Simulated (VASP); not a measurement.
Computed with PBE GGA with D4 dispersion, VASP's PBE PAW potentials (set 64) (plane waves; VASP 6.6.1).

VASP ran on this input.

KPOINTS:
```
Automatic mesh
0
Gamma
12 12 12
0 0 0
```

File POSCAR:
```
MoSi2
1
   -1.5940620698     1.5940620698     3.8980625847
    1.5940620698    -1.5940620698     3.8980625847
    1.5940620698     1.5940620698    -3.8980625847
Si Mo
2 1
Direct
  0.6648944698   0.6648944698   0.0000000000
  0.3351055302   0.3351055302   0.0000000000
  0.0000000000   0.0000000000   0.0000000000
```

**INCAR**
```
IBRION = 2
SYSTEM = MoSi2
LMAXMIX = 4   ! l cut-off of mixed one-centre charges
NSW = 60   ! most ionic steps
LASPH = .TRUE.   ! aspherical one-centre terms
PREC = Accurate
LREAL = .FALSE.
IVDW = 13   ! D4
NELM = 100
LCHARG = .FALSE.
GGA = PE   ! PBE
ISMEAR = 1
ALGO = Normal
LWAVE = .FALSE.
ENCUT = 520
SIGMA = 0.1
EDIFF = 1E-6
EDIFFG = -0.02   ! ionic stop
ISIF = 3   ! ions, shape and volume
```

POTCAR, in this order: Si Mo_sv (PBE.64 set). Program: vasp_std.

What VASP printed:

**OSZICAR**
```
       N       E                     dE             d eps       ncg     rms          rms(c)
DAV:   1     0.123942209352E+03    0.12394E+03   -0.11500E+04  4890   0.139E+03
DAV:   2    -0.209887615856E+02   -0.14493E+03   -0.14293E+03  5975   0.339E+02
DAV:   3    -0.241148747316E+02   -0.31261E+01   -0.30582E+01  6528   0.445E+01
DAV:   4    -0.241302466052E+02   -0.15372E-01   -0.15369E-01  5597   0.364E+00
DAV:   5    -0.241303785436E+02   -0.13194E-03   -0.13194E-03  6521   0.314E-01    0.223E+01
DAV:   6    -0.233896979660E+02    0.74068E+00   -0.71096E+00  5716   0.185E+01    0.501E+00
DAV:   7    -0.232728790944E+02    0.11682E+00   -0.10372E+00  5529   0.658E+00    0.468E+00
DAV:   8    -0.232390307408E+02    0.33848E-01   -0.11562E-01  5849   0.287E+00    0.459E-01
DAV:   9    -0.232384041944E+02    0.62655E-03   -0.21381E-03  5996   0.423E-01    0.246E-01
DAV:  10    -0.232383689376E+02    0.35257E-04   -0.66189E-04  5947   0.243E-01    0.565E-02
DAV:  11    -0.232383571825E+02    0.11755E-04   -0.23497E-04  5856   0.123E-01    0.381E-02
DAV:  12    -0.232383526926E+02    0.44899E-05   -0.28733E-05  5506   0.396E-02    0.730E-03
DAV:  13    -0.232383522620E+02    0.43057E-06   -0.63116E-07  3236   0.681E-03
   1 F= -.24920220E+02 E0= -.24920057E+02  d E =-.249202E+02
       N       E                     dE             d eps       ncg     rms          rms(c)
DAV:   1    -0.232399906109E+02   -0.16379E-02   -0.76025E-02  5247   0.269E+00    0.244E-01
DAV:   2    -0.232385856671E+02    0.14049E-02   -0.24270E-03  6101   0.419E-01    0.121E-01
DAV:   3    -0.232381993054E+02    0.38636E-03   -0.11139E-03  6269   0.274E-01    0.358E-02
DAV:   4    -0.232381983065E+02    0.99891E-06   -0.51969E-05  5233   0.497E-02    0.130E-02
DAV:   5    -0.232381981184E+02    0.18809E-06   -0.25510E-06  5652   0.124E-02
   2 F= -.24920612E+02 E0= -.24920512E+02  d E =-.392296E-03
       N       E                     dE             d eps       ncg     rms          rms(c)
DAV:   1    -0.232384738384E+02   -0.27553E-03   -0.42709E-03  5254   0.639E-01    0.588E-02
DAV:   2    -0.232383936544E+02    0.80184E-04   -0.13840E-04  6108   0.999E-02    0.290E-02
DAV:   3    -0.232383715052E+02    0.22149E-04   -0.63560E-05  6276   0.650E-02    0.800E-03
DAV:   4    -0.232383712651E+02    0.24005E-06   -0.29792E-06  5036   0.117E-02
   3 F= -.24920654E+02 E0= -.24920537E+02  d E =-.434241E-03
```

**OUTCAR**
```
------------------------ aborting loop because EDIFF is reached ----------------------------------------
  Edisp (eV):   -1.68228
  FORCE on cell =-STRESS in cart. coord.  units (eV):
  Direction    XX          YY          ZZ          XY          YZ          ZX
  --------------------------------------------------------------------------------------
  Total      -0.00001    -0.00001    -0.05927     0.00000     0.00000     0.00000
  in kB      -0.00059    -0.00059    -2.39748     0.00000     0.00000     0.00000
  external pressure =       -0.80 kB  Pullay stress =        0.00 kB
  volume of cell :       39.61
      direct lattice vectors                 reciprocal lattice vectors
    -1.592261556  1.592261556  3.905478675     0.000000000  0.314018760  0.128025280
     1.592261556 -1.592261556  3.905478675     0.314018760  0.000000000  0.128025280
     1.592261556  1.592261556 -3.905478675     0.314018760  0.314018760  0.000000000
 POSITION                                       TOTAL-FORCE (eV/Angst)
 -----------------------------------------------------------------------------------
      0.00000      0.00000      5.19604         0.000000      0.000000      0.019457
      0.00000      0.00000      2.61492        -0.000000     -0.000000     -0.019457
      0.00000      0.00000      0.00000        -0.000000     -0.000000     -0.000000
 -----------------------------------------------------------------------------------
    total drift:                               -0.000000      0.000000     -0.000000
  FREE ENERGIE OF THE ION-ELECTRON SYSTEM (eV)
  ---------------------------------------------------
  free  energy   TOTEN  =       -24.9206539929 eV

  energy  without entropy=      -24.9203044054  energy(sigma->0) =      -24.92053746

 reached required accuracy - stopping structural energy minimisation
```
(Selected blocks of OUTCAR.)

CONTCAR:
```
MoSi2
   1.00000000000000
    -1.5922615560298701    1.5922615560298701    3.9054786748306851
     1.5922615560298701   -1.5922615560298701    3.9054786748306851
     1.5922615560298701    1.5922615560298701   -3.9054786748306851
  Si              Mo
     2     1
Direct
     0.6652244102182784    0.6652244102182784    0.0000000000000000
     0.3347755897817216    0.3347755897817216    0.0000000000000000
     0.0000000000000000    0.0000000000000000    0.0000000000000000
```

The compound is MoSi2 in the MoSi2 type structure. This run relaxes it. Symmetry was kept, so distortions that lower it aren't found. The start is the result of an earlier pass.
